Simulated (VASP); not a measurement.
```
Te
1.0
    2.13896    -3.70479     0.00000
    2.13896     3.70479     0.00000
    0.00000     0.00000     5.92964
Te
3
Direct
  0.00000   0.28717   0.66667
  0.71283   0.71283   0.00000
  0.28717   0.00000   0.33333
```

These are LDA (Ceperley-Alder, Perdew-Zunger), VASP's LDA PAW potentials (set 64) (plane waves; VASP) values and carry that method's errors. Settings: 500 eV cut-off, 6×6×4 Γ-centred mesh, Gaussian smearing of 0.050 eV, potentials Te.

Energy and stress use the plane-wave basis of the starting cell.

Question: The ions, cell shape and volume at an external pressure of 5.0 GPa are relaxed. What does this cell relax into?

Answer: 
```
Te
1.0
    2.02882    -3.51402     0.00000
    2.02882     3.51402     0.00000
    0.00000     0.00000     5.96805
Te
3
Direct
  0.00000   0.30095   0.66667
  0.69905   0.69905   0.00000
  0.30095   0.00000   0.33333
```
Space group P3_121 (152), at a tolerance of 0.03 Å.

Question: How do energy and volume change from the first to the last step?

Answer: The energy (σ→0) changes by +43.1 meV/atom and the volume by -9.5 %, in 12 ionic steps.

```tsv
step	E(σ→0) (eV)	max force (eV/Å)	pressure (GPa)	volume (Å³)
1	-11.3988	0.032	0.07	93.98
2	-10.9945	0.593	11.72	81.47
3	-11.3057	0.239	4.93	87.62
4	-11.3018	0.245	5.05	87.49
5	-11.3001	0.185	5.07	86.87
6	-11.2661	0.075	5.24	85.06
7	-11.2639	0.074	5.25	84.99
8	-11.2596	0.071	5.27	84.84
9	-11.2859	0.021	4.42	85.69
10	-11.2737	0.045	4.83	85.27
11	-11.2720	0.023	4.92	85.19
12	-11.2694	0.002	5.02	85.10
```

The compound is Te in the trig structure. This run relaxes it under an external pressure of 5 GPa. Symmetry was kept, so distortions that lower it aren't found.
